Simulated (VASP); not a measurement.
# Al2O3 (Corundum): NMR shieldings, part 3 of 5

What are the shielding tensors of Al2O3 (Corundum)? The cell has space group R-3c. The start is a cell from a database of measured crystal structures.

VASP 6.6.1, plane waves and PAW; the level of theory is named at each step.

So far. Step 2 (Ground state): The cell has a gap of 6.21 eV on this mesh and a pressure of +7.2 GPa, which holds the misfit of the given cell and coordinates with this functional, and any error of cutoff, mesh and data sets.

### Step 3. Shielding tensors (continued)

Level of this step: chemical shifts by linear response (GIPAW), PBE; plane waves and PAW (Al, O) (VASP).

From OUTCAR (step 3):

```text
 Found     19 irreducible k-points:

   ENCUT  =  560.0 eV  41.16 Ry    6.42 a.u.   9.90  9.90  9.90*2*pi/ulx,y,z

   NELECT =      48.0000    total number of electrons

  Total        3.8477255      3.8477255      3.5163322      0.0000000     -0.0000000      0.0000000
  in kB       72.5109859     72.5109859     66.2658285      0.0000000     -0.0000000      0.0000000
  external PRESSURE =      70.4292667 kB  Pullay stress =       0.0000000 kB

  energy-cutoff  :      560.00
  volume of cell :       85.02
      direct lattice vectors                 reciprocal lattice vectors
     2.380250000  1.374237978  4.331866667     0.210061968  0.121279334  0.076949121
    -2.380250000  1.374237978  4.331866667    -0.210061968  0.121279334  0.076949121
     0.000000000 -2.748475957  4.331866667     0.000000000 -0.242558668  0.076949121

 POSITION                                       TOTAL-FORCE (eV/Angst)
 -----------------------------------------------------------------------------------
      0.00000     -0.00000     11.07433        -0.000000      0.000000     -0.024707
      0.00000     -0.00000      8.41907        -0.000000     -0.000000      0.024707
      0.00000     -0.00000      1.92127        -0.000000     -0.000000      0.024707
      0.00000     -0.00000      4.57653        -0.000000      0.000000     -0.024707
     -1.65027     -0.10988      5.41483        -0.013711     -0.023747      0.000000
      0.72998      1.48412      5.41483        -0.013711      0.023747      0.000000
      0.92030     -1.37424      5.41483         0.027421     -0.000000      0.000000
      1.65027      0.10988      7.58077         0.013711      0.023747      0.000000
     -0.72998     -1.48412      7.58077         0.013711     -0.023747      0.000000
     -0.92030      1.37424      7.58077        -0.027421     -0.000000      0.000000
 -----------------------------------------------------------------------------------
    total drift:                               -0.000000      0.000000     -0.000000

 Electric field gradients after diagonalization (V/A^2)
 (convention: |V_zz| > |V_xx| > |V_yy|)
----------------------------------------------------------------------
 ion       V_xx      V_yy      V_zz     asymmetry (V_yy - V_xx)/ V_zz
----------------------------------------------------------------------
   1      -3.168    -3.168     6.335       0.000
   2      -3.168    -3.168     6.335       0.000
   3      -3.168    -3.168     6.335       0.000
   4      -3.168    -3.168     6.335       0.000
   5      28.067     9.386   -37.453       0.499
   6      28.067     9.386   -37.453       0.499
   7      28.067     9.386   -37.453       0.499
   8      28.067     9.386   -37.453       0.499
   9      28.067     9.386   -37.453       0.499
  10      28.067     9.386   -37.453       0.499
----------------------------------------------------------------------

  ORBITAL MAGNETIC SUSCEPTIBILITY, excluding core contribution
 -------------------------------------------------------------
  Approximate magnetic susceptibility, pGv (10^-6 cm^3/mole)
     1        -59.169605          0.000000          0.000000
     2          0.000000        -59.084775         -0.116469
     3          0.000000         -0.342369        -59.162436
 -------------------------------------------------------------
  Approximate magnetic susceptibility, vGv (10^-6 cm^3/mole)
     1        -57.449095          0.000000          0.000000
     2          0.000000        -57.290674         -0.506122
     3          0.000000         -0.517046        -56.915143

  CSA tensor (J. Mason, Solid State Nucl. Magn. Reson. 2, 285 (1993))
  for chemical shielding  (including the isotropic core contribution)

  BDIR labels direction of applied magnetic field (i.e. B0)
  For BDIR==1, B0 along x-axis, etc.
  Induced field listed along cartesian directions for each BDIR
 ------------------------------------------------------------------------------------------
                 EXCLUDING G=0 CONTRIBUTION              INCLUDING G=0 CONTRIBUTION
 ------------------------------------------------------------------------------------------
  ion  BDIR            X           Y           Z                X           Y           Z
          (   iso_shield        span        skew ) (   iso_shield        span        skew )
 ------------------------------------------------------------------------------------------
    1     1     535.4322      2.0970      0.0005         547.1384      2.0970      0.0005
          2      -2.0981    535.4317      0.0003          -2.0981    547.1241      0.0194
          3       0.0005     -0.0001    523.3712           0.0005      0.0559    535.0763
          (     531.4117     12.0613     -0.9998 ) (     543.1129     12.0623     -0.9976 )

    2     1     535.4322     -2.0970     -0.0005         547.1384     -2.0970     -0.0005
          2       2.0981    535.4317      0.0003           2.0981    547.1241      0.0194
          3      -0.0005     -0.0001    523.3712          -0.0005      0.0559    535.0763
          (     531.4117     12.0613     -0.9998 ) (     543.1129     12.0623     -0.9976 )

    3     1     535.4322      2.0970      0.0005         547.1384      2.0970      0.0005
          2      -2.0981    535.4317      0.0003          -2.0981    547.1241      0.0194
          3       0.0005     -0.0001    523.3712           0.0005      0.0559    535.0763
          (     531.4117     12.0613     -0.9998 ) (     543.1129     12.0623     -0.9976 )

    4     1     535.4322     -2.0970     -0.0005         547.1384     -2.0970     -0.0005
          2       2.0981    535.4317      0.0003           2.0981    547.1241      0.0194
          3      -0.0005     -0.0001    523.3712          -0.0005      0.0559    535.0763
          (     531.4117     12.0613     -0.9998 ) (     543.1129     12.0623     -0.9976 )

    5     1     163.4812      2.8787     -2.4605         175.1875      2.8787     -2.4605
          2       2.8767    166.8020      1.4204           2.8767    178.4944      1.4394
          3      -1.4732      0.8498    165.4915          -1.4732      0.9059    177.1966
          (     165.2582      7.7289     -0.5114 ) (     176.9595      7.7367     -0.5177 )

    6     1     163.4812     -2.8787      2.4605         175.1875     -2.8787      2.4605
          2      -2.8767    166.8020      1.4204          -2.8767    178.4944      1.4394
          3       1.4732      0.8498    165.4915           1.4732      0.9059    177.1966
          (     165.2582      7.7289     -0.5114 ) (     176.9595      7.7367     -0.5177 )

    7     1     168.4640      0.0000      0.0000         180.1702      0.0000      0.0000
          2       0.0000    161.8177     -2.8387           0.0000    173.5101     -2.8196
          3       0.0000     -1.7017    165.4929           0.0000     -1.6457    177.1980
          (     165.2582      7.7294     -0.5115 ) (     176.9594      7.7119     -0.5019 )

    8     1     163.4812      2.8787     -2.4605         175.1875      2.8787     -2.4605
          2       2.8767    166.8020      1.4204           2.8767    178.4944      1.4394
          3      -1.4732      0.8498    165.4915          -1.4732      0.9059    177.1966
          (     165.2582      7.7289     -0.5114 ) (     176.9595      7.7367     -0.5177 )

    9     1     163.4812     -2.8787      2.4605         175.1875     -2.8787      2.4605
          2      -2.8767    166.8020      1.4204          -2.8767    178.4944      1.4394
          3       1.4732      0.8498    165.4915           1.4732      0.9059    177.1966
          (     165.2582      7.7289     -0.5114 ) (     176.9595      7.7367     -0.5177 )

   10     1     168.4640      0.0000      0.0000         180.1702      0.0000      0.0000
          2       0.0000    161.8177     -2.8387           0.0000    173.5101     -2.8196
          3       0.0000     -1.7017    165.4929           0.0000     -1.6457    177.1980
          (     165.2582      7.7294     -0.5115 ) (     176.9594      7.7119     -0.5019 )
 ------------------------------------------------------------------------------------------

[... 7 parts as in an earlier step ...]

[... 1 further part left out ...]
```

This step gave:

| Item | Value |
| --- | --- |
| free energy (TOTEN) | -74.7589 eV |
| Fermi energy | 6.198 eV |
| pressure | 7.043 GPa |

Valence and core; the G = 0 term is that of a spherical sample. NMR shielding, by row:

| atom | isotropic shielding (ppm) | span (ppm) | skew | isotropic shielding without the G = 0 term (ppm) |
| --- | --- | --- | --- | --- |
| Al1 | 543.1 | 12.06 | -0.9976 | 531.4 |
| Al2 | 543.1 | 12.06 | -0.9976 | 531.4 |
| Al3 | 543.1 | 12.06 | -0.9976 | 531.4 |
| Al4 | 543.1 | 12.06 | -0.9976 | 531.4 |
| O5 | 177 | 7.737 | -0.5177 | 165.3 |
| O6 | 177 | 7.737 | -0.5177 | 165.3 |
| O7 | 177 | 7.712 | -0.5019 | 165.3 |
| O8 | 177 | 7.737 | -0.5177 | 165.3 |
| O9 | 177 | 7.737 | -0.5177 | 165.3 |
| O10 | 177 | 7.712 | -0.5019 | 165.3 |

Ordered as |Vzz| ≥ |Vxx| ≥ |Vyy|, the program's way. Electric field gradients, by row:

| atom | Vxx (V/Å²) | Vyy (V/Å²) | Vzz (V/Å²) | asymmetry |
| --- | --- | --- | --- | --- |
| Al1 | -3.168 | -3.168 | 6.335 | 0 |
| Al2 | -3.168 | -3.168 | 6.335 | 0 |
| Al3 | -3.168 | -3.168 | 6.335 | 0 |
| Al4 | -3.168 | -3.168 | 6.335 | 0 |
| O5 | 28.07 | 9.386 | -37.45 | 0.499 |
| O6 | 28.07 | 9.386 | -37.45 | 0.499 |
| O7 | 28.07 | 9.386 | -37.45 | 0.499 |
| O8 | 28.07 | 9.386 | -37.45 | 0.499 |
| O9 | 28.07 | 9.386 | -37.45 | 0.499 |
| O10 | 28.07 | 9.386 | -37.45 | 0.499 |

(Continued in part 4 of 5.)

[Lines on the potential files, build, host, timing and source positions are cut from VASP's logs without a mark.]

[Logs are printed without paths, hosts, clocks, repeated set-up lines and the standing remarks that a program may print on its own settings, such as how far it seeks lower states.]

[Hosts, paths, dates, database ids (printed as entryN), source tags and the programs' standing remarks are cut or masked in the printed files.]
